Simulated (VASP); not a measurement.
An input for Ansatz (written as the equivalent of a VASP run, and not itself run):

Ansatz 0.2 input:
```yaml
crystal:
  lattice:
    - [0.0000000, 3.1450000, 3.1450000]
    - [3.1450000, 0.0000000, 3.1450000]
    - [3.1450000, 3.1450000, 0.0000000]
  atoms:
    - { symbol: K, position: [0.0000000, 0.0000000, 0.0000000] }
    - { symbol: Cl, position: [0.5000000, 0.5000000, 0.5000000] }
kpoints:
  mp_grid: { grid: [7, 7, 7] }
hamiltonian:
  xc: pbe
  dispersion: d4
  pseudopotentials: { kind: paw }
scf:
  occupations: { method: gaussian, width: 0.05 }
  max_iter: 100
relax:
  max_steps: 60
  f_tol: 0.01
  cell: {}
output: { forces: true, stress: true, eigenvalues: true }
```

Problem. Write the VASP files for the same calculation (PBE-D4).

Solution. Several could match; the one computed here: 
**INCAR**
```
! general
SYSTEM=KCl
PREC  =Accurate
ENCUT =520
LREAL =.False.
LASPH =.True.

! electronic loop
EDIFF =1E-6
NELM  =100
ALGO  =Normal

! smearing
ISMEAR=0
SIGMA =0.05

! functional
GGA   =PE
IVDW  =13

! ions
IBRION=2
NSW   =60
ISIF  =3
EDIFFG=-0.01

! output
LWAVE =.False.
LCHARG=.False.
```

POSCAR:
```
KCl
1
    0.0000000000     3.1450000000     3.1450000000
    3.1450000000     0.0000000000     3.1450000000
    3.1450000000     3.1450000000     0.0000000000
K Cl
1 1
Direct
  0.0000000000   0.0000000000   0.0000000000
  0.5000000000   0.5000000000   0.5000000000
```

**KPOINTS**
```
K-points
0
Gamma
  7 7 7
```

POTCAR, in this order: K_sv Cl (PBE.64 set). Program: vasp_std.

Limits of the translation: each code has its own PAW files, so the cut-off isn't converted (ENCUT is set for VASP's; basis.ecutwfc is left out, and Ansatz then takes the one that its files recommend); Ansatz stops its SCF on the density residual and VASP on the energy change (EDIFF).

The compound is KCl in the rock salt structure. This run relaxes it. Symmetry was kept, so distortions that lower it aren't found.
